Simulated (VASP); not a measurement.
Enthalpies of AlN started in several structure types, each of which keeps its space group, in meV/atom over the wurtzite form. Computed with PBEsol GGA, VASP's PBE PAW potentials (set 64) (plane waves; VASP).

```json
[
 {"P (GPa)": "0", "wurtzite": "0", "rock salt": "103", "zinc blende": "22", "CsCl type": "1661", "NiAs type": "269"},
 {"P (GPa)": "5", "wurtzite": "0", "rock salt": "37", "zinc blende": "23", "CsCl type": "1607", "NiAs type": "207"},
 {"P (GPa)": "10", "wurtzite": "0", "rock salt": "-27", "zinc blende": "24", "CsCl type": "1555", "NiAs type": "149"},
 {"P (GPa)": "20", "wurtzite": "0", "rock salt": "-148", "zinc blende": "26", "CsCl type": "1454", "NiAs type": "37"},
 {"P (GPa)": "30", "wurtzite": "0", "rock salt": "-262", "zinc blende": "27", "CsCl type": "1358", "NiAs type": "-67"},
 {"P (GPa)": "45", "wurtzite": "0", "rock salt": "-420", "zinc blende": "30", "CsCl type": "1220", "NiAs type": "-213"}
]
```

Question: Which of these forms is stable at each pressure?

Answer: The wurtzite form is lowest at zero pressure; rock salt takes over from wurtzite near 8 GPa (by linear interpolation, static lattice, among these forms alone).

Structures that changed their space group on the way, and pressures that one of them lacks, are left out.
